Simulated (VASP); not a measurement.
The input files of a VASP run:

### KPOINTS
```
K-points
0
Gamma
 5 5 5
```

### POSCAR
```
Tl2Rh3S2
1
    2.8478850000     1.6442270000     4.6982070000
   -2.8478850000     1.6442270000     4.6982070000
    0.0000000000    -3.2884540000     4.6982070000
Tl Rh S
2 3 2
Direct
  0.0000000000   0.0000000000   0.0000000000
  0.5000000000   0.5000000000   0.5000000000
  0.5000000000   0.0000000000   0.0000000000
  0.0000000000   0.5000000000   0.0000000000
  0.0000000000   0.0000000000   0.5000000000
  0.7197170000   0.7197170000   0.7197170000
  0.2802830000   0.2802830000   0.2802830000
```

INCAR:
```
SYSTEM = Tl2Rh3S2
PREC = Accurate
ENCUT = 300
EDIFF = 1E-6
NELM = 100
ALGO = Normal
LREAL = .FALSE.
LASPH = .TRUE.
ISMEAR = -1
SIGMA = 0.1
GGA = PS
LMAXMIX = 4
LWAVE = .FALSE.
LCHARG = .FALSE.
ISIF = 3
IBRION = 2
NSW = 50
EDIFFG = -0.01
```

POTCAR, in this order: Tl_d Rh_pv S (PBE.64 set). Program: vasp_std.

Task: Write an equivalent input for Quantum ESPRESSO's pw.x.

Result: One equivalent input (not run):
```
&CONTROL
  calculation = 'vc-relax'
  pseudo_dir = './pseudo'
  outdir = './out'
  tprnfor = .true.
  tstress = .true.
  nstep = 50
  forc_conv_thr = 0.00039
/
&SYSTEM
  ibrav = 0
  nat = 7
  ntyp = 3
  ecutwfc = 88
  occupations = 'smearing'
  smearing = 'fermi-dirac'
  degauss = 0.00735
  input_dft = 'pbesol'
/
&ELECTRONS
  conv_thr = 7.3e-08
  electron_maxstep = 100
/
&IONS
/
&CELL
/
ATOMIC_SPECIES
  Tl 204.380 Tl.upf
  Rh 102.906 Rh.upf
  S 32.060 S.upf
CELL_PARAMETERS angstrom
     2.8478850    1.6442270    4.6982070
    -2.8478850    1.6442270    4.6982070
     0.0000000   -3.2884540    4.6982070
ATOMIC_POSITIONS crystal
  Tl   0.0000000  0.0000000  0.0000000
  Tl   0.5000000  0.5000000  0.5000000
  Rh   0.5000000  0.0000000  0.0000000
  Rh   0.0000000  0.5000000  0.0000000
  Rh   0.0000000  0.0000000  0.5000000
  S    0.7197170  0.7197170  0.7197170
  S    0.2802830  0.2802830  0.2802830
K_POINTS automatic
  5 5 5 0 0 0
```
The two are equivalent in intent, not identical: the potentials are each code's own (VASP's PAW set, PseudoDojo norm-conserving files in pw.x), so ENCUT and ecutwfc are chosen apart and not converted; conv_thr bounds pw.x's estimated SCF error, while EDIFF bounds the energy change between steps; forc_conv_thr acts on force components and is met together with etot_conv_thr.

The structure comes from a computed database's Tl2Rh3S2 entry (R-3m); how it stands against other phases isn't given here. This run relaxes it. Symmetry was kept, so distortions that lower it aren't found. The run is one of a series of settings (EDIFFG = -0.01, IBRION = 2, ISIF = 3, NSW = 50 against the base run), some of them coarse on purpose.
